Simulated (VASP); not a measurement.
Al2SiF2:

```
CELL_PARAMETERS angstrom
3.05289 0.00000 0.00000
-1.52644 2.64388 0.00000
0.00000 0.00000 16.26900
ATOMIC_POSITIONS crystal
Al 0.00000 0.00000 0.36314
Al 0.00000 0.00000 0.13686
Al 0.00000 0.00000 0.86314
Al 0.00000 0.00000 0.63686
Si 0.33333 0.66667 0.25000
Si 0.66667 0.33333 0.75000
F 0.66667 0.33333 0.43365
F 0.66667 0.33333 0.06635
F 0.33333 0.66667 0.93365
F 0.33333 0.66667 0.56635
```

The cell was built by a generator and needn't be a form met in nature.

* Program: VASP 6.6.1
* Task: relaxation of cell and atoms
* Functional: PBE
* Potentials or basis: VASP PAW PBE potentials, release 64 (Al, Si, F)
* Cutoff: 520 eV
* k mesh: 12 × 12 × 2
* Occupations: gaussian, width 0.1 eV
* Spin: no spin polarisation

At the start: pressure 3.8 GPa; volume 13.13 Å³/atom.

Problem. Where does the relaxation end?

Solution. Over 24 steps the energy falls by 36.6 meV/atom and the volume is 13.86 Å³/atom (+5.5 %); space group P6_3/mmc (No. 194, to 0.05 Å).

Step by step:
```
step  energy change (eV)  largest force (eV/Å)  pressure (GPa)  volume (Å³)
   1              0.0000                0.1986            3.80       131.31
   2             -0.1432                0.2377           -0.33       137.30
   3             -0.1558                0.3122           -1.96       139.93
   4             -0.2491                0.2822           -2.10       140.02
   5             -0.2521                0.3467           -2.07       140.02
   6             -0.3097                0.3107            0.06       135.99
   7             -0.3152                0.2934            1.00       134.36
   8             -0.3325                0.1818            0.28       134.62
   9             -0.3328                0.1485            0.38       134.60
  10             -0.3393                0.1415            0.05       135.37
  11             -0.3454                0.1283           -0.60       137.02
  12             -0.3501                0.0996           -0.24       136.83
  13             -0.3530                0.1796            0.33       136.53
  14             -0.3570                0.1390            0.37       136.66
  15             -0.3633                0.0065            0.48       137.05
  16             -0.3635                0.0305            0.55       137.14
  17             -0.3654                0.0477            0.06       138.10
  18             -0.3655                0.0579           -0.08       138.42
  19             -0.3662                0.0127           -0.08       138.67
  20             -0.3662                0.0123           -0.07       138.69
  21             -0.3662                0.0145           -0.07       138.69
  22             -0.3663                0.0131            0.02       138.59
  23             -0.3663                0.0130            0.05       138.57
  24             -0.3663                0.0061            0.03       138.60
```

Final structure:
```xyz
10
Lattice="2.9805 0.0000 0.0000 -1.4903 2.5812 0.0000 0.0000 0.0000 18.0151" Properties=species:S:1:pos:R:3 pbc="T T T"
Al    1.4903    2.5812    6.4727
Al    1.4903    2.5812    2.5348
Al    1.4903    2.5812   15.4803
Al    1.4903    2.5812   11.5423
Si    0.0000    1.7208    4.5038
Si    1.4903    0.8604   13.5113
F     1.4903    0.8604    7.6806
F     1.4903    0.8604    1.3270
F     0.0000    1.7208   16.6881
F     0.0000    1.7208   10.3345
```
